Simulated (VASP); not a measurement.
# CsLiCr2Te2S3 (P1) in VASP: a series of runs, part 2 of 2

VASP 6.6.1. Earlier steps stand in the parts before.

## Step 3: Dielectric tensor, PBE, collinear spin, ferromagnetic start

File INCAR:

```
PREC     = Accurate       # precision mode
ENCUT    = 520            # plane-wave cutoff, eV
EDIFF    = 1E-8           # SCF threshold, eV
ISMEAR   = 0              # smearing method
SIGMA    = 0.02           # smearing width, eV
LREAL    = False          # projectors in reciprocal space
LASPH    = True           # aspherical terms in the spheres
NELM     = 120            # most SCF steps
ALGO     = Fast           # electronic algorithm
ISIF     = 2              # what is computed and relaxed
LWAVE    = False          # write WAVECAR
LCHARG   = False          # write CHGCAR
ISPIN    = 2              # spin polarisation
MAGMOM   = 0 0 3 3 0 0 0 0 0 # initial moments
LORBIT   = 11             # projections on sites
LMAXMIX  = 4              # l up to which the mixer works
GGA      = PE             # functional
LEPSILON = True           # dielectric tensor by DFPT
KPAR     = 4
```

File KPOINTS:

```
Automatic mesh
0
Gamma
  5 5 4
```

File POSCAR:

```
CsLiCr2Te2S3
1.0
    6.1079200000     -0.0188600000      0.0058100000
   -2.2882200000      5.9315100000      0.0033300000
   -1.3846200000     -2.1939500000      7.5626000000
Cs Li Cr Te S
1 1 2 2 3
Direct
    0.0634800000      0.1017800000      0.9939400000
    0.5702600000      0.5814300000      0.5740300000
    0.0780100000      0.5013800000      0.5799000000
    0.4316200000      0.0297200000      0.5372200000
    0.5445800000      0.7673200000      0.2819800000
    0.0114300000      0.6593200000      0.2990200000
    0.7780000000      0.3713300000      0.7077300000
    0.3940200000      0.8250800000      0.7487500000
    0.1960500000      0.2300900000      0.4864600000
```

Potentials or basis: VASP PAW PBE potentials, release 64 (Cs_sv, Li_sv, Cr_pv, Te, S).

Started as:

```console
> cat potpaw_PBE.64/Cs_sv/POTCAR potpaw_PBE.64/Li_sv/POTCAR potpaw_PBE.64/Cr_pv/POTCAR potpaw_PBE.64/Te/POTCAR potpaw_PBE.64/S/POTCAR > POTCAR
> mpirun -np 4 vasp_std > vasp.out
```

OUTCAR:

```text
PREC = Accurate
   ENCUT = 520
   EDIFF = 1E-8
   ISMEAR = 0
   LREAL = False
   LASPH = True
   NELM = 120
   ISIF = 2
   ISPIN = 2
   LORBIT = 11
   GGA = PE
   LEPSILON = True

 ion  position               nearest neighbor table
   1  0.063  0.102  0.994-
   2  0.570  0.581  0.574-   9 2.42   7 2.42   8 2.53   5 2.82   3 2.87
   3  0.078  0.501  0.580-   9 2.15   8 2.22   7 2.23   6 2.66   2 2.87
   4  0.432  0.030  0.537-   9 2.28   8 2.32   7 2.36   5 2.73   6 2.82
   5  0.545  0.767  0.282-   4 2.73   2 2.82   6 3.11   6 3.15
   6  0.011  0.659  0.299-   3 2.66   4 2.82   5 3.11   5 3.15
   7  0.778  0.371  0.708-   3 2.23   4 2.36   2 2.42
   8  0.394  0.825  0.749-   3 2.22   4 2.32   2 2.53
   9  0.196  0.230  0.486-   3 2.15   4 2.28   2 2.42

  LATTYP: Found a triclinic cell.
 ALAT       =     7.0391492137
 B/A-ratio  =     2.2477581351
 C/A-ratio  =     1.2473194634
 COS(alpha) =     0.0034065765
 COS(beta)  =     0.5073740706
 COS(gamma) =     0.8166993666

  Lattice vectors:

 A1 = (  -3.8197000000,  -5.9126500000,  -0.0091400000)
 A2 = ( -11.3122400000,  -8.0877400000,   7.5476500000)
 A3 = (  -2.4350800000,  -3.7187000000,  -7.5717400000)

Analysis of symmetry for initial positions (statically):
=====================================================================
 Subroutine PRICEL returns:
 Original cell was already a primitive cell.

 Routine SETGRP: Setting up the symmetry group for a
 triclinic supercell.

 Subroutine GETGRP returns: Found  1 space group operations
 (whereof  1 operations were pure point group operations)
 out of a pool of  2 trial point group operations.

The static configuration has the point symmetry C_1 .

Analysis of symmetry for dynamics (positions and initial velocities):
=====================================================================
 Subroutine PRICEL returns:
 Original cell was already a primitive cell.

 Routine SETGRP: Setting up the symmetry group for a
 triclinic supercell.

 Subroutine GETGRP returns: Found  1 space group operations
 (whereof  1 operations were pure point group operations)
 out of a pool of  2 trial point group operations.

The dynamic configuration has the point symmetry C_1 .

Analysis of structural, dynamic, and magnetic symmetry:
=====================================================================
 Subroutine PRICEL returns:
 Original cell was already a primitive cell.

 Routine SETGRP: Setting up the symmetry group for a
 triclinic supercell.

 Subroutine GETGRP returns: Found  1 space group operations
 (whereof  1 operations were pure point group operations)
 out of a pool of  2 trial point group operations.

The overall configuration has the point symmetry C_1 .

 Subroutine INISYM returns: Found  1 space group operations
 (whereof  1 operations are pure point group operations),
 and found     1 'primitive' translations

----------------------------------------------------------------------------------------

                                     Primitive cell

  volume of cell :     273.7821
[... 2354 lines left out ...]
  ---------------------------------------------------
  free  energy   TOTEN  =       -46.1089053735 eV

  energy  without entropy=      -46.1073005235  energy(sigma->0) =      -46.10810295

 HEAD OF MICROSCOPIC STATIC DIELECTRIC TENSOR (INDEPENDENT PARTICLE, excluding Hartree and local field effects)
 ------------------------------------------------------
          45.615374    -8.143648    -1.698433
          -7.665291    25.724386     2.067246
          -1.548594     1.842828     8.699900
 ------------------------------------------------------

 Free energy of the ion-electron system (eV)
  ---------------------------------------------------
  ---------------------------------------------------
  free energy    TOTEN  =       -35.42151249 eV

  energy without entropy =      -35.42151249

------------------------ aborting loop because EDIFF is reached ----------------------------------------

--------------------------------------- Ionic step        2  -------------------------------------------

------------------------ aborting loop because EDIFF is reached ----------------------------------------

--------------------------------------- Ionic step        3  -------------------------------------------

 Free energy of the ion-electron system (eV)
  ---------------------------------------------------
  ---------------------------------------------------
  free energy    TOTEN  =        -4.11210933 eV

  energy without entropy =       -4.11210933

------------------------ aborting loop because EDIFF is reached ----------------------------------------

 PIEZOELECTRIC TENSOR FIELD DIRECTION 3  (e Angst)
 -----------------------------------------------------------------------------
     1.21061 -1.56525 -0.30488           ( -0.55979  0.23153  0.04507)
    -1.56526 -2.28127 -0.19067           (  0.23153 -0.37460 -0.03182)
    -0.30493 -0.19067 -1.66149           (  0.04507 -0.03182 -0.57090)

 PIEZOELECTRIC TENSOR FIELD DIRECTION 3  (C/m^2)
 -----------------------------------------------------------------------------
     0.07084 -0.09160 -0.01784
    -0.09160 -0.13350 -0.01116
    -0.01784 -0.01116 -0.09723

 MACROSCOPIC STATIC DIELECTRIC TENSOR (including local field effects in DFT)
 ------------------------------------------------------
          44.757376    -7.973763    -0.861494
          -7.500940    24.696563     1.141258
          -0.751104     0.908979     6.070709
 ------------------------------------------------------

 PIEZOELECTRIC TENSOR (including local field effects)  for field in x, y, z        (e  Angst)
          XX          YY          ZZ          XY          YZ          ZX
  --------------------------------------------------------------------------------
  x     4.92229    -0.39352    -0.61169     0.35359    -1.90602    -2.42626
  y     1.60609    -2.59215    -1.01379    -2.61376    -0.41536    -1.35674
  z     1.21061    -2.28127    -1.66149    -1.56526    -0.19067    -0.30488

 PIEZOELECTRIC TENSOR (including local field effects)  for field in x, y, z        (C/m^2)
          XX          YY          ZZ          XY          YZ          ZX
  --------------------------------------------------------------------------------
  x     0.28805    -0.02303    -0.03580     0.02069    -0.11154    -0.14199
  y     0.09399    -0.15169    -0.05933    -0.15296    -0.02431    -0.07940
  z     0.07084    -0.13350    -0.09723    -0.09160    -0.01116    -0.01784

 BORN EFFECTIVE CHARGES (including local field effects) (in |e|, cummulative output)
 ---------------------------------------------------------------------------------
 ion    1
    1     1.01817    -0.18540    -0.29868
    2    -0.14176     1.51143     0.24518
    3    -0.00210     0.02434     1.91075
 ion    2
    1     1.01339    -0.25953     0.35936
    2     0.17148     1.00187    -0.59485
    3     0.01871    -0.03262     0.30931
 ion    3
    1     2.66079     0.89666    -1.46714
    2     1.65682     3.02660    -0.98410
    3    -0.18666     0.10561     0.55534
 ion    4
    1    -0.48871    -0.28329    -0.32336
    2     0.12711     1.72902     1.40085
    3     0.05431     0.27690     0.65569
 ion    5
[... 5 lines left out ...]
    2    -0.13248    -0.93510    -0.19368
    3    -0.09647    -0.05367    -0.34628
 ion    7
    1    -3.01238    -1.34113     0.27055
    2    -0.38049    -2.03325     1.16732
    3     0.10769    -0.02682    -0.85027
 ion    8
    1    -0.86528     0.06219    -0.05167
    2    -0.62958    -2.07389    -1.42945
    3    -0.20904    -0.28768    -1.11277
 ion    9
    1    -1.21035     0.06711     1.14685
    2    -1.40276    -0.56188     0.43114
    3     0.03289     0.07393    -0.38309

 total charge

# of ion       s       p       d       tot
------------------------------------------
    1        1.832   4.705   0.023   6.560
    2        2.018   0.055   0.000   2.073
    3        0.341   6.288   4.177  10.806
    4        0.285   6.242   4.110  10.636
    5        1.391   1.949   0.024   3.364
    6        1.396   1.930   0.035   3.361
    7        1.335   2.404   0.000   3.738
    8        1.340   2.392   0.000   3.732
    9        1.344   2.402   0.000   3.746
--------------------------------------------------
tot         11.280  28.367   8.369  48.016

 magnetization (x)

# of ion       s       p       d       tot
------------------------------------------
    1        0.000  -0.000   0.001   0.001
    2        0.000   0.000   0.000   0.001
    3        0.036   0.026   2.447   2.509
    4        0.037   0.031   2.814   2.882
    5       -0.003  -0.076   0.002  -0.077
    6       -0.005  -0.122   0.004  -0.123
    7       -0.002  -0.060   0.000  -0.062
    8       -0.003  -0.082   0.000  -0.085
    9       -0.001  -0.111   0.000  -0.112
--------------------------------------------------
tot          0.060  -0.394   5.268   4.934
```

It took 2.1 h on 4 MPI ranks of AMD EPYC 9R45 (Zen 5), shared host; peak memory 2.9 GiB.

What came out:

| Property | Result |
| --- | --- |
| Band gap on the k mesh | none (metal or under the smearing width) |
| Net moment | 5.32 μB per cell |
| Site moments | Cs +0.00; Li +0.00; Cr +2.51, +2.88; Te -0.08, -0.12; S -0.06, -0.09, -0.11 μB |
| Valence electrons inside the program's atomic spheres | Cs 6.56; Li 2.07; Cr 10.81, 10.64; Te 3.36; S 3.74, 3.73, 3.75 |
| Electronic dielectric tensor (diagonal) | 44.76, 24.70, 6.07 |
| Born charges (mean of the diagonal) | Cs +1.48; Li +0.77; Cr +2.08, +0.63; Te -0.95, +0.01; S -1.97, -1.35, -0.72 e |

Electronic dielectric tensor:
```
44.76 -7.97 -0.86
-7.50 24.70  1.14
-0.75  0.91  6.07
```

Born effective charge tensors (e):
atom 1, Cs
```
 1.02 -0.19 -0.30
-0.14  1.51  0.25
 0.00  0.02  1.91
```
atom 2, Li
```
 1.01 -0.26  0.36
 0.17  1.00 -0.59
 0.02 -0.03  0.31
```
atom 3, Cr
```
 2.66  0.90 -1.47
 1.66  3.03 -0.98
-0.19  0.11  0.56
```
atom 4, Cr
```
-0.49 -0.28 -0.32
 0.13  1.73  1.40
 0.05  0.28  0.66
```
atom 5, Te
```
-0.44  1.39  0.98
 0.73 -1.66 -0.04
 0.28 -0.08 -0.74
```
atom 6, Te
```
 1.32 -0.35 -0.62
-0.13 -0.94 -0.19
-0.10 -0.05 -0.35
```
atom 7, S
```
-3.01 -1.34  0.27
-0.38 -2.03  1.17
 0.11 -0.03 -0.85
```
atom 8, S
```
-0.87  0.06 -0.05
-0.63 -2.07 -1.43
-0.21 -0.29 -1.11
```
atom 9, S
```
-1.21  0.07  1.15
-1.40 -0.56  0.43
 0.03  0.07 -0.38
```

Caveat: only a ferromagnetic start was run, and an antiferromagnetic order may lie lower in energy. Spin-orbit coupling is left out, which matters for the levels of Cs, Te.
